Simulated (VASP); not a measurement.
Input for VASP

### KPOINTS
```
Automatic mesh
0
Gamma
7 7 7
0 0 0
```

**POSCAR**
```
NaCl
1
    0.0000000000     2.7951718011     2.7951718011
    2.7951718011     0.0000000000     2.7951718011
    2.7951718011     2.7951718011    -0.0000000000
Na Cl
1 1
Direct
  0.0000000000   0.0000000000   0.0000000000
  0.5000000000   0.5000000000   0.5000000000
```

**INCAR**
```
SYSTEM = NaCl
PREC = Accurate
ENCUT = 400
EDIFF = 1E-6
NELM = 100
ALGO = Normal
LREAL = .FALSE.
LASPH = .TRUE.
ISMEAR = 0
SIGMA = 0.05
GGA = PS
LWAVE = .FALSE.
LCHARG = .FALSE.
IBRION = 2
ISIF = 3
NSW = 60
EDIFFG = -0.01
```

POTCAR, in this order: Na_pv Cl (PBE.64 set). Program: vasp_std.

Problem. Write an equivalent input for Ansatz.

Solution. One equivalent input (not run):
Ansatz 0.2 input:
```yaml
crystal:
  lattice:
    - [0.0000000, 2.7951718, 2.7951718]
    - [2.7951718, 0.0000000, 2.7951718]
    - [2.7951718, 2.7951718, 0.0000000]
  atoms:
    - { symbol: Na, position: [0.0000000, 0.0000000, 0.0000000] }
    - { symbol: Cl, position: [0.5000000, 0.5000000, 0.5000000] }
kpoints:
  mp_grid: { grid: [7, 7, 7] }
hamiltonian:
  xc: pbesol
  pseudopotentials: { kind: paw }
scf:
  occupations: { method: gaussian, width: 0.05 }
  max_iter: 100
relax:
  max_steps: 60
  f_tol: 0.01
  cell: {}
output: { forces: true, stress: true, eigenvalues: true }
```
What does not carry over: each code has its own PAW files, so the cut-off isn't converted (ENCUT is set for VASP's; basis.ecutwfc is left out, and Ansatz then takes the one that its files recommend); Ansatz stops its SCF on the density residual and VASP on the energy change (EDIFF).

The structure was generated: NaCl was put into the rock salt type (Fm-3m), which need not be its known phase. It was relaxed first, which changed the volume by -10 %. The start is the result of an earlier pass.
